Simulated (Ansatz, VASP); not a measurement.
**Cu2B in VASP and in Ansatz**

The input INCAR:

```
  PREC = Accurate
  ENCUT = 520
  EDIFF = 1E-6
  ISMEAR = -1
  SIGMA = 0.05
  LREAL = F
  LASPH = T
  NELM = 60
  ALGO = Normal
  ISIF = 2
  LWAVE = F
  LCHARG = F
  LMAXMIX = 4
  LDAU = T
  LDAUTYPE = 2
  LDAUL = 2 -1
  LDAUU = 3 0
  LDAUJ = 0 0
  LDAUPRINT = 1
  GGA = PS
  NBANDS = 34
```

Contents of KPOINTS:

```
regular mesh
0
Gamma
  5 5 5
```

The input POSCAR:

```
Cu2B
1.0
    0.0000000000      3.2834700000      3.2834700000
    3.2834700000      0.0000000000      3.2834700000
    3.2834700000      3.2834700000      0.0000000000
Cu B
4 2
Direct
    0.1250000000      0.1250000000      0.1250000000
    0.6250000000      0.1250000000      0.1250000000
    0.1250000000      0.1250000000      0.6250000000
    0.1250000000      0.6250000000      0.1250000000
    0.5000000000      0.5000000000      0.5000000000
    0.7500000000      0.7500000000      0.7500000000
```

The input input.yaml:

```yaml
crystal:
  lattice:
    - [0.0, 3.28347, 3.28347]
    - [3.28347, 0.0, 3.28347]
    - [3.28347, 3.28347, 0.0]
  atoms:
    - { symbol: Cu, position: [0.125, 0.125, 0.125] }
    - { symbol: Cu, position: [0.625, 0.125, 0.125] }
    - { symbol: Cu, position: [0.125, 0.125, 0.625] }
    - { symbol: Cu, position: [0.125, 0.625, 0.125] }
    - { symbol: B, position: [0.5, 0.5, 0.5] }
    - { symbol: B, position: [0.75, 0.75, 0.75] }
hamiltonian:
  xc: pbesol
  pseudopotentials: { kind: paw }
  hubbard: { sites: [{ species: Cu, l: d, u_eff: 3.0 }] }
kpoints:
  mp_grid: { grid: [5, 5, 5] }
scf:
  occupations: { method: fermi_dirac, width: 0.05 }
output:
  forces: true
  stress: true
  eigenvalues: true
```

The cell was built by a generator and needn't be a form met in nature.

Alike in both runs: task single point; functional PBEsol; k mesh 5 × 5 × 5; occupations fermi-dirac, width 0.05 eV; no spin polarisation; Hubbard terms Cu d U = 3 eV.

|  | VASP | Ansatz |
| --- | --- | --- |
| version | VASP 6.6.1 | Ansatz 0.2.0 |
| potentials or method | VASP PAW PBE potentials, release 64 (Cu, B) | Ansatz PAW |
| plane-wave cutoff (eV) | 520 | 420 |
| valence electrons in the cell | 50 | 82 |

Ansatz gave:

```
gap on the k mesh at the Fermi level (eV) : none
pressure (GPa)                            : -5.6
```

Question: Which values does VASP return?

Answer: gap on the k mesh at the Fermi level (eV): none; pressure (GPa): -8.5.

The programs project onto different local orbitals, so the same U acts differently. A gap of «none» marks a metal or a gap that the smearing closes. The two sets of potentials don't hold the same shells in valence.

Caveats: U without spin polarisation on a metal has little footing; the U is typed as a test and isn't derived for this compound; the PAW data sets were made with another functional, which shifts forces and pressure a little (VASP); the PAW data sets come from PBE, with cores solved anew for the run's functional, which leaves a small shift of forces and pressure (Ansatz).
